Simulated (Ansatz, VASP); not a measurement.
Given: the input of a run of VASP 6.6.1 on EuMo. The cell comes from a database or a generator and needn't be the stable form of this composition.

File INCAR:

```
SYSTEM = EuMo
  PREC = Accurate
  ENCUT = 600
  EDIFF = 1E-7
  ISMEAR = -1
  SIGMA = 0.05
  LREAL = .False.
  LASPH = .True.
  NELM = 100
  ALGO = Normal
  ISIF = 3
  LWAVE = .False.
  LCHARG = .False.
  ISPIN = 2
  MAGMOM = 7 1
  LORBIT = 11
  LMAXMIX = 6
  GGA = CA
  IBRION = 2
  NSW = 60
  EDIFFG = -0.02
```

KPOINTS

```
Automatic mesh
0
Gamma
  6 6 6
  0 0 0
```

The input POSCAR:

```
EuMo
1.0
    3.5314500000      0.0000000000      0.0000000000
    0.0000000000      3.5314500000      0.0000000000
    0.0000000000      0.0000000000      3.5314500000
Eu Mo
1 1
Direct
    0.5000000000      0.5000000000      0.5000000000
    0.0000000000      0.0000000000      0.0000000000
```

Potentials or basis: VASP PAW PBE potentials, release 64 (Eu, Mo_sv).

Command:

```bash
$ cat potpaw_PBE.64/Eu/POTCAR potpaw_PBE.64/Mo_sv/POTCAR > POTCAR
$ mpirun -np 1 vasp_std > vasp.out
```

Problem. Translate it to Ansatz 0.2.0. Potentials or basis there: Ansatz PAW, cutoff 420 eV.

Solution. As run (cutoffs and basis follow the program's own potentials, and thresholds, step limits or extra output files can differ):

input.yaml

```yaml
crystal:
  lattice:
    - [3.53145, 0.0, 0.0]
    - [0.0, 3.53145, 0.0]
    - [0.0, 0.0, 3.53145]
  atoms:
    - { symbol: Eu, position: [0.5, 0.5, 0.5], spin: 7.0 }
    - { symbol: Mo, position: [0.0, 0.0, 0.0], spin: 1.0 }
hamiltonian:
  xc: lda
  pseudopotentials: { kind: paw }
magnetization:
  spin_polarized: true
kpoints:
  mp_grid: { grid: [6, 6, 6] }
scf:
  occupations: { method: fermi_dirac, width: 0.05 }
output:
  forces: true
  stress: true
  eigenvalues: true
relax:
  f_tol: 0.01
  max_steps: 40
  cell: { stress_tol: 0.05 }
```

Potentials or basis: Ansatz PAW.

Command:

```sh
$ ansatz run input.yaml --threads 2 --pin off --max-ram 5632MiB --backend cpu --events-out ev --progress --plain --runs-dir out
```

Both were run:

|  | VASP | Ansatz |
| --- | --- | --- |
| Relaxed volume | 19.54 Å³/atom | 19.46 Å³/atom |
| Relaxed cell | a = 3.394 Å, b = 3.394 Å, c = 3.394 Å, α = 90.00°, β = 90.00°, γ = 90.00° | a = 3.389 Å, b = 3.389 Å, c = 3.389 Å, α = 90.00°, β = 90.00°, γ = 90.00° |
| Space group after relaxing | Pm-3m (No. 221) | Pm-3m (No. 221) |
| Pressure after relaxing | 0.0 GPa | 0.0 GPa |
| Net moment | -6.14 μB per cell | 6.12 μB per cell |

Ansatz's pressure holds a Pulay term of +0.04 GPa for its cutoff of 420 eV, which the other run lacks.

VASP's potentials were made for PBE. Ansatz's potentials were made for PBE.

Where Ansatz's input types no cutoff or centring, it takes its own default and a Γ-centred mesh.

The two programs' LDA may be different fits to the electron gas.

The magnetic state is the one that the start led to; the real crystal's order can differ.

Pressure is positive in compression.
